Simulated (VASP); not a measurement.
A run of VASP 6.6.1 is set up as follows.

INCAR

```
SYSTEM = MnZn
PREC = Accurate ; ENCUT = 520
EDIFF = 1E-6 ; ISMEAR = 0
SIGMA = 0.1 ; LREAL = .False.
LASPH = .True. ; NELM = 150
ALGO = Normal ; ISIF = 2
LWAVE = .False. ; LCHARG = .False.
ISPIN = 2 ; MAGMOM = 4 0
LORBIT = 11 ; LMAXMIX = 4
GGA = PS ; NBANDS = 24
```

File KPOINTS:

```
regular mesh
0
Gamma
  9 9 4
  0 0 0
```

File POSCAR:

```
MnZn
1.0
    2.6414918477      0.0000000000      0.0000000000
   -1.3207459238      2.2875990440      0.0000000000
    0.0000000000      0.0000000000      4.4009490000
Mn Zn
1 1
Direct
    0.6666666700      0.3333333300      0.5000000000
    0.3333333300      0.6666666700      0.0000000000
```

Potentials or basis: VASP PAW PBE potentials, release 64 (Mn_pv, Zn).

Run with:

```console
$ cat potpaw_PBE.64/Mn_pv/POTCAR potpaw_PBE.64/Zn/POTCAR > POTCAR
$ mpirun -np 1 vasp_std > vasp.out
```

(1) Estimate the pressure.

(2) Estimate the net moment.

## Answers

(1) -6.9 GPa.

(2) 2.49 μB per cell.

Caveat: the PAW data sets were made with another functional, which shifts forces and pressure a little.
